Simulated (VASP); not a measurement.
An input for Ansatz (written as the equivalent of a VASP run, and not itself run):

Ansatz 0.2 input:
```yaml
crystal:
  lattice:
    - [0.0000000, 2.8358140, 2.8358140]
    - [2.8358140, 0.0000000, 2.8358140]
    - [2.8358140, 2.8358140, 0.0000000]
  atoms:
    - { symbol: Ge, position: [0.5000000, 0.5000000, 0.5000000] }
    - { symbol: Ge, position: [0.7500000, 0.7500000, 0.7500000] }
kpoints:
  mp_grid: { grid: [10, 10, 10] }
hamiltonian:
  xc: pbesol
  pseudopotentials: { kind: paw }
scf:
  occupations: { method: methfessel_paxton, width: 0.1 }
  max_iter: 100
relax:
  max_steps: 60
  f_tol: 0.01
  cell: {}
output: { forces: true, stress: true, eigenvalues: true }
```

Problem. Write the VASP files for the same calculation (PBEsol).

Solution. This is not unique; one that fits is 
### POSCAR
```
Ge
1
    0.0000000000     2.8358140382     2.8358140382
    2.8358140382    -0.0000000000     2.8358140382
    2.8358140382     2.8358140382    -0.0000000000
Ge
2
Direct
  0.5000000000   0.5000000000   0.5000000000
  0.7500000000   0.7500000000   0.7500000000
```

INCAR:
```
SYSTEM=Ge
PREC=Accurate; ENCUT=480; LREAL=.FALSE.
LASPH=.TRUE.
EDIFF=1E-6; NELM=100; ALGO=Normal
LMAXMIX=4
ISMEAR=1; SIGMA=0.1
GGA=PS
IBRION=2; NSW=60; ISIF=3
EDIFFG=-0.01
LWAVE=.FALSE.; LCHARG=.FALSE.
```

File KPOINTS:
```
Automatic mesh
0
Gamma
10 10 10
0 0 0
```

POTCAR, in this order: Ge_d (PBE.64 set). Program: vasp_std.

What does not carry over: each code has its own PAW files, so the cut-off isn't converted (ENCUT is set for VASP's; basis.ecutwfc is left out, and Ansatz then takes the one that its files recommend); Ansatz stops its SCF on the density residual and VASP on the energy change (EDIFF).

The compound is Ge in the diamond structure. This run relaxes it. Symmetry was kept, so distortions that lower it aren't found. The start is the result of an earlier pass.
